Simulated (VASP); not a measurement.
Runs of VASP 6.6.1 on NCClH2. The cell holds a molecule in a box, 5 atoms: a = 12.000 Å, b = 11.000 Å, c = 11.000 Å, α = 90.00°, β = 90.00°, γ = 90.00°. 

```tsv
task	level	cell	grid for exact exchange (PRECFOCK)	exchange at q = 0	gap on the mesh (eV)	largest force (eV/Å)
single point	B3LYP+TS	as given	Fast	default	(a)	0.26
single point	PBE	atoms moved at random, drawn with an rms of 0.05 Å	-	-	5.84	13.02
atomic charges	PBE+TS	as given	-	-	5.10	0.90
electron localisation function	PBE	as given	-	-	5.10	0.90
relaxation of the atoms	PBE	atoms relaxed from: atoms moved at random, drawn with an rms of 0.02 Å	-	-	5.03	0.01
```

Alike in all rows: potentials or basis VASP PAW PBE potentials, release 64 (N, C, Cl, H); no spin polarisation; k mesh 1 × 1 × 1; cutoff (eV) 520; smearing gaussian 0.01 eV.

Question: Estimate the missing entries.

Answer: (a) 7.24.

Caveats: the standard files for N, O and F lose accuracy on very short bonds; the PAW data sets were made with another functional, which shifts forces and pressure a little (some runs).

